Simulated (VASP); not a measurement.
Write the native input for VASP 6.6.1 that does the following.

```
Task                   : relaxation of cell and atoms
Functional             : LDA
Potentials or basis    : VASP PAW LDA potentials, release 64 (Ta_pv, Au)
Cutoff                 : 600 eV
k mesh                 : 4 × 4 × 4
Occupations            : gaussian, width 0.1 eV
Spin                   : no spin polarisation
Dipole correction      : no
Further INCAR settings : ALGO = Fast; EDIFF = 1e-07; IBRION = 2; EDIFFG = -0.05; NSW = 100; ISIF = 3
```

The structure of Ta3Au (lda) lies in POSCAR:

```
Ta3Au
1.0
    5.2200000000      0.0000000000      0.0000000000
    0.0000000000      5.2200000000      0.0000000000
    0.0000000000      0.0000000000      5.2200000000
Ta Au
6 2
Direct
    0.2500000000      0.0000000000      0.5000000000
    0.5000000000      0.7500000000      0.0000000000
    0.7500000000      0.0000000000      0.5000000000
    0.5000000000      0.2500000000      0.0000000000
    0.0000000000      0.5000000000      0.7500000000
    0.0000000000      0.5000000000      0.2500000000
    0.0000000000      0.0000000000      0.0000000000
    0.5000000000      0.5000000000      0.5000000000
```

These files were run (other wordings do the same):

INCAR

```
SYSTEM = Ta3Au
ALGO = Fast
EDIFF = 1E-7
EDIFFG = -0.05
ENCUT = 600
GGA = CA
IBRION = 2
ISIF = 3
ISMEAR = 0
LASPH = .TRUE.
LCHARG = .FALSE.
LREAL = .FALSE.
LWAVE = .FALSE.
NELM = 100
NSW = 100
PREC = Accurate
SIGMA = 0.1
```

KPOINTS

```
k-points
0
G
  4 4 4
  0 0 0
```

Potentials or basis: VASP PAW LDA potentials, release 64 (Ta_pv, Au).

Command:

```bash
$ cat potpaw_LDA.64/Ta_pv/POTCAR potpaw_LDA.64/Au/POTCAR > POTCAR
$ mpirun -np 1 vasp_std > vasp.out
```

Results of the run:

```yaml
Relaxed_volume: 17.00 Å³/atom
Relaxed_cell: a = 5.142 Å, b = 5.142 Å, c = 5.142 Å, α = 90.00°, β = 90.00°, γ = 90.00°
Space_group_after_relaxing_to_0.05_Å: Pm-3n (No. 223)
Energy_gained_by_relaxing: 25.5 meV/atom
Ionic_steps: 3
Pressure_after_relaxing: -0.4 GPa
Band_gap_on_the_k_mesh: none (metal or under the smearing width)
```

Wall time 2.4 min on 1 thread of Intel(R) Xeon(R) 6975P-C (Granite Rapids), on a shared host, peak memory 0.26 GiB.
